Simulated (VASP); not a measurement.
Output of a VASP run:

**OSZICAR**
```
       N       E                     dE             d eps       ncg     rms          rms(c)
DAV:   1     0.864266858948E+02    0.86427E+02   -0.99093E+03   982   0.244E+03
DAV:   2    -0.708813435896E+01   -0.93515E+02   -0.88494E+02  1035   0.349E+02
DAV:   3    -0.139935932025E+02   -0.69055E+01   -0.68624E+01  1050   0.865E+01
DAV:   4    -0.141079210380E+02   -0.11433E+00   -0.11424E+00  1097   0.121E+01
DAV:   5    -0.141095612043E+02   -0.16402E-02   -0.16401E-02  1013   0.118E+00    0.762E+00
DAV:   6    -0.121533185334E+02    0.19562E+01   -0.60267E+00  1385   0.477E+01    0.268E+00
DAV:   7    -0.121621952545E+02   -0.88767E-02   -0.34152E-01   915   0.817E+00    0.177E+00
DAV:   8    -0.121587941885E+02    0.34011E-02   -0.76192E-02  1038   0.436E+00    0.848E-01
DAV:   9    -0.121531437426E+02    0.56504E-02   -0.22006E-02  1372   0.363E+00    0.207E-01
DAV:  10    -0.121535344461E+02   -0.39070E-03   -0.17999E-03  1045   0.670E-01    0.900E-02
DAV:  11    -0.121534444705E+02    0.89976E-04   -0.35202E-04  1380   0.360E-01    0.100E-02
DAV:  12    -0.121534504358E+02   -0.59653E-05   -0.32821E-05   960   0.766E-02    0.845E-03
DAV:  13    -0.121534502201E+02    0.21575E-06   -0.16920E-06   901   0.126E-02
   1 F= -.12153450E+02 E0= -.12153450E+02  d E =-.121535E+02
```

File OUTCAR:
```
------------------------ aborting loop because EDIFF is reached ----------------------------------------
  FORCE on cell =-STRESS in cart. coord.  units (eV):
  Direction    XX          YY          ZZ          XY          YZ          ZX
  --------------------------------------------------------------------------------------
  Total       -0.0158830     -0.0158830     -0.0158830      0.0000000     -0.0000000      0.0000000
  in kB       -1.0805105     -1.0805105     -1.0805105      0.0000000     -0.0000000      0.0000000
  external PRESSURE =      -1.0805105 kB  Pullay stress =       0.0000000 kB
  volume of cell :       23.55
      direct lattice vectors                 reciprocal lattice vectors
     0.000000000  2.275071372  2.275071372    -0.219773325  0.219773325  0.219773325
     2.275071372  0.000000000  2.275071372     0.219773325 -0.219773325  0.219773325
     2.275071372  2.275071372  0.000000000     0.219773325  0.219773325 -0.219773325
  FREE ENERGIE OF THE ION-ELECTRON SYSTEM (eV)
  ---------------------------------------------------
  free  energy   TOTEN  =       -12.1534502201 eV

  energy  without entropy=      -12.1534502201  energy(sigma->0) =      -12.15345022

 reached required accuracy - stopping structural energy minimisation
```
(Selected blocks of OUTCAR.)

**POSCAR**
```
GaN
1
    0.0000000000     2.2750713718     2.2750713718
    2.2750713718     0.0000000000     2.2750713718
    2.2750713718     2.2750713718    -0.0000000000
Ga N
1 1
Direct
  0.0000000000   0.0000000000   0.0000000000
  0.2500000000   0.2500000000   0.2500000000
```

**Question.** Reconstruct the remaining input files.

**Answer.** This is not unique; one that fits is the input of the run itself, PBE GGA, plane waves, VASP's PBE PAW potentials (set 64).

**INCAR**
```
SYSTEM = GaN
PREC = Accurate
ENCUT = 520
EDIFF = 1E-6
NELM = 100
ALGO = Normal
LREAL = .FALSE.
LASPH = .TRUE.
ISMEAR = 0
SIGMA = 0.05
GGA = PE
LMAXMIX = 4
LWAVE = .FALSE.
LCHARG = .FALSE.
IBRION = 2
ISIF = 3
NSW = 60
EDIFFG = -0.01
```

File KPOINTS:
```
Automatic mesh
0
Gamma
9 9 9
0 0 0
```

POTCAR, in this order: Ga_d N (PBE.64 set). Program: vasp_std.

The compound is GaN in the zinc blende structure, a metastable form; wurtzite is the usual one. It was relaxed first. The start is the result of an earlier pass.
